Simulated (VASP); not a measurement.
Calculation: vdW-DF2, VASP's PBE PAW potentials (set 64) (plane waves; VASP 6.6.1).

Input for VASP

File POSCAR:
```
NiAl
1.0
  2.8900000000   0.0000000000   0.0000000000
  0.0000000000   2.8900000000   0.0000000000
  0.0000000000   0.0000000000   2.8900000000
Al Ni
1 1
direct
  0.5000000000   0.5000000000   0.5000000000
  0.0000000000   0.0000000000   0.0000000000
```

### INCAR
```
SYSTEM = NiAl
PREC = Accurate
ENCUT = 520
EDIFF = 1E-6
NELM = 100
ALGO = Normal
LREAL = .FALSE.
LASPH = .TRUE.
ISMEAR = 1
SIGMA = 0.1
GGA = ML
ZAB_VDW = -1.8867
LUSE_VDW = .TRUE.
AGGAC = 0.0
LMAXMIX = 4
LWAVE = .FALSE.
LCHARG = .FALSE.
IBRION = 2
ISIF = 3
NSW = 60
EDIFFG = -0.01
```

KPOINTS:
```
Automatic mesh
0
Gamma
11 11 11
0 0 0
```

POTCAR, in this order: Al Ni (PBE.64 set). Program: vasp_std.

The resulting files:

**OUTCAR**
```
 ion  position               nearest neighbor table
   1  0.500  0.500  0.500-   2 2.50   2 2.50   2 2.50   2 2.50   2 2.50   2 2.50   2 2.50   2 2.50
  LATTYP: Found a simple cubic cell.
 ALAT       =     2.8900000000
 Subroutine PRICEL returns:
 Original cell was already a primitive cell.
 Subroutine GETGRP returns: Found 48 space group operations
The static configuration has the point symmetry O_h .
The dynamic configuration has the point symmetry O_h .
 Subroutine INISYM returns: Found 48 space group operations
 Subroutine IBZKPT returns following result:
 Found     56 irreducible k-points:

 Following reciprocal coordinates:
            Coordinates               Weight
  0.000000  0.000000  0.000000      1.000000
  0.090909  0.000000  0.000000      6.000000
  0.181818  0.000000  0.000000      6.000000
  0.272727  0.000000  0.000000      6.000000
  0.363636  0.000000  0.000000      6.000000
  0.454545  0.000000  0.000000      6.000000
  0.090909  0.090909  0.000000     12.000000
  0.181818  0.090909  0.000000     24.000000
  0.272727  0.090909  0.000000     24.000000
  0.363636  0.090909  0.000000     24.000000
  0.454545  0.090909  0.000000     24.000000
  0.181818  0.181818  0.000000     12.000000
  0.272727  0.181818  0.000000     24.000000
  0.363636  0.181818  0.000000     24.000000
  0.454545  0.181818  0.000000     24.000000
  0.272727  0.272727  0.000000     12.000000
  0.363636  0.272727  0.000000     24.000000
  0.454545  0.272727  0.000000     24.000000
  0.363636  0.363636  0.000000     12.000000
  0.454545  0.363636  0.000000     24.000000
  0.454545  0.454545  0.000000     12.000000
  0.090909  0.090909  0.090909      8.000000
  0.181818  0.090909  0.090909     24.000000
  0.272727  0.090909  0.090909     24.000000
  0.363636  0.090909  0.090909     24.000000
  0.454545  0.090909  0.090909     24.000000
  0.181818  0.181818  0.090909     24.000000
  0.272727  0.181818  0.090909     48.000000
  0.363636  0.181818  0.090909     48.000000
  0.454545  0.181818  0.090909     48.000000
  0.272727  0.272727  0.090909     24.000000
  0.363636  0.272727  0.090909     48.000000
  0.454545  0.272727  0.090909     48.000000
  0.363636  0.363636  0.090909     24.000000
  0.454545  0.363636  0.090909     48.000000
  0.454545  0.454545  0.090909     24.000000
  0.181818  0.181818  0.181818      8.000000
  0.272727  0.181818  0.181818     24.000000
  0.363636  0.181818  0.181818     24.000000
  0.454545  0.181818  0.181818     24.000000
   k-points           NKPTS =     56   k-points in BZ     NKDIM =     56   number of bands    NBANDS=     10
   number of dos      NEDOS =    301   number of ions     NIONS =      2
   total plane-waves  NPLWV =  13824
   dimension x,y,z NGX =    24 NGY =   24 NGZ =   24
   dimension x,y,z NGXF=    48 NGYF=   48 NGZF=   48
   ions per type =               1   1
   PREC   = accura    normal or accurate (medium, high low for compatibility)
   ISTART =      0    job   : 0-new  1-cont  2-samecut
   ICHARG =      2    charge: 1-file 2-atom 10-const
   ISPIN  =      1    spin polarized calculation?
   LNONCOLLINEAR =      F non collinear calculations
   LSORBIT =      F    spin-orbit coupling
   INIWAV =      1    electr: 0-lowe 1-rand  2-diag
   ENCUT  =  520.0 eV  38.22 Ry    6.18 a.u.   5.37  5.37  5.37*2*pi/ulx,y,z
   NELM   =    100;   NELMIN=  2; NELMDL= -5     # of ELM steps
   EDIFF  = 0.1E-05   stopping-criterion for ELM
   LREAL  =      F    real-space projection
   NLSPLINE    = F    spline interpolate recip. space projectors
   LMAXMIX     =    4 max onsite mixed and CHGCAR
   VOSKOWN=      0    Vosko Wilk Nusair interpolation
...
```

File OSZICAR:
```
       N       E                     dE             d eps       ncg     rms          rms(c)
DAV:   1     0.454841148482E+02    0.45484E+02   -0.57421E+03  1136   0.134E+03
DAV:   2    -0.484721283075E+01   -0.50331E+02   -0.48095E+02  1124   0.205E+02
DAV:   3    -0.611892926937E+01   -0.12717E+01   -0.12601E+01  1344   0.428E+01
DAV:   4    -0.613973529750E+01   -0.20806E-01   -0.20793E-01  1286   0.476E+00
DAV:   5    -0.614037642575E+01   -0.64113E-03   -0.64111E-03  1308   0.851E-01    0.102E+01
DAV:   6    -0.744623716107E+01   -0.13059E+01   -0.41650E+01  1238   0.112E+02    0.127E+01
DAV:   7    -0.510000531343E+01    0.23462E+01   -0.12899E+01  1240   0.684E+01    0.928E-01
DAV:   8    -0.509383337474E+01    0.61719E-02   -0.26715E-01  1320   0.596E+00    0.930E-01
DAV:   9    -0.508218246744E+01    0.11651E-01   -0.44030E-02  1318   0.364E+00    0.117E-01
DAV:  10    -0.508209670123E+01    0.85766E-04   -0.78333E-04  1230   0.357E-01    0.553E-02
DAV:  11    -0.508209106033E+01    0.56409E-05   -0.40853E-05  1388   0.670E-02    0.147E-02
DAV:  12    -0.508208793571E+01    0.31246E-05   -0.16810E-06  1006   0.133E-02    0.514E-03
DAV:  13    -0.508208714355E+01    0.79216E-06   -0.37571E-06   626   0.278E-02
   1 F= -.50820871E+01 E0= -.50819438E+01  d E =-.508209E+01
       N       E                     dE             d eps       ncg     rms          rms(c)
DAV:   1    -0.668449549047E+01   -0.16024E+01   -0.21871E+01  1198   0.909E+01    0.111E+01
DAV:   2    -0.796022054451E+01   -0.12757E+01   -0.50909E+01  1288   0.120E+02    0.144E+01
DAV:   3    -0.518174782654E+01    0.27785E+01   -0.22852E+01  1286   0.785E+01    0.308E+00
DAV:   4    -0.512389720534E+01    0.57851E-01   -0.28198E-01  1358   0.850E+00    0.171E+00
DAV:   5    -0.509773169415E+01    0.26166E-01   -0.55186E-02  1654   0.294E+00    0.203E-01
DAV:   6    -0.509764601955E+01    0.85675E-04   -0.21178E-03  1544   0.559E-01    0.591E-02
DAV:   7    -0.509768261124E+01   -0.36592E-04   -0.43221E-05  1204   0.750E-02    0.155E-02
DAV:   8    -0.509768305985E+01   -0.44861E-06   -0.86249E-06  1108   0.401E-02
   2 F= -.50976831E+01 E0= -.50975675E+01  d E =-.155959E-01
       N       E                     dE             d eps       ncg     rms          rms(c)
DAV:   1    -0.538384826915E+01   -0.28617E+00   -0.34870E+00  1216   0.339E+01    0.504E+00
DAV:   2    -0.582099971010E+01   -0.43715E+00   -0.11993E+01  1276   0.577E+01    0.681E+00
DAV:   3    -0.511046270793E+01    0.71054E+00   -0.44221E+00  1242   0.376E+01    0.484E-01
DAV:   4    -0.511019361937E+01    0.26909E-03   -0.44655E-02  1214   0.212E+00    0.454E-01
DAV:   5    -0.510809325055E+01    0.21004E-02   -0.81509E-03  1418   0.133E+00    0.811E-02
DAV:   6    -0.510809687920E+01   -0.36286E-05   -0.19656E-04  1180   0.146E-01    0.324E-02
DAV:   7    -0.510809114894E+01    0.57303E-05   -0.37379E-05  1336   0.108E-01    0.532E-03
DAV:   8    -0.510809022809E+01    0.92085E-06   -0.65471E-07   578   0.854E-03
   3 F= -.51080902E+01 E0= -.51079601E+01  d E =-.260031E-01
```

### OUTCAR
```
------------------------ aborting loop because EDIFF is reached ----------------------------------------
  FORCE on cell =-STRESS in cart. coord.  units (eV):
  Direction    XX          YY          ZZ          XY          YZ          ZX
  --------------------------------------------------------------------------------------
  Total        0.0126741      0.0126741      0.0126741     -0.0000000      0.0000000     -0.0000000
  in kB        0.8019336      0.8019336      0.8019336     -0.0000000      0.0000000     -0.0000000
  external PRESSURE =       0.8019336 kB  Pullay stress =       0.0000000 kB
  volume of cell :       25.32
      direct lattice vectors                 reciprocal lattice vectors
     2.936497625 -0.000000000 -0.000000000     0.340541736  0.000000000 -0.000000000
    -0.000000000  2.936497625 -0.000000000     0.000000000  0.340541736 -0.000000000
     0.000000000  0.000000000  2.936497625     0.000000000  0.000000000  0.340541736
 POSITION                                       TOTAL-FORCE (eV/Angst)
 -----------------------------------------------------------------------------------
      1.46825      1.46825      1.46825        -0.000000     -0.000000      0.000000
      0.00000      0.00000      0.00000         0.000000      0.000000      0.000000
 -----------------------------------------------------------------------------------
    total drift:                                0.000000      0.000000      0.000000
  FREE ENERGIE OF THE ION-ELECTRON SYSTEM (eV)
  ---------------------------------------------------
  free  energy   TOTEN  =        -5.1080902281 eV

  energy  without entropy=       -5.1076998579  energy(sigma->0) =       -5.10796010

 reached required accuracy - stopping structural energy minimisation
```
(Selected blocks of OUTCAR.)

CONTCAR:
```
NiAl
   1.00000000000000
     2.9364976252675707   -0.0000000000000000   -0.0000000000000000
    -0.0000000000000000    2.9364976252675707   -0.0000000000000000
     0.0000000000000000    0.0000000000000000    2.9364976252675707
  Al              Ni
     1     1
Direct
     0.5000000000000000    0.5000000000000000    0.5000000000000000
     0.0000000000000000    0.0000000000000000    0.0000000000000000
```

Energy and stress use the plane-wave basis of the starting cell.

The compound is NiAl in the CsCl type structure. This run relaxes it. Symmetry was kept, so distortions that lower it aren't found. The run is not spin-polarised, so no magnetic state was tried. The electron count is odd and the run is not spin-polarised, which forces a metal.
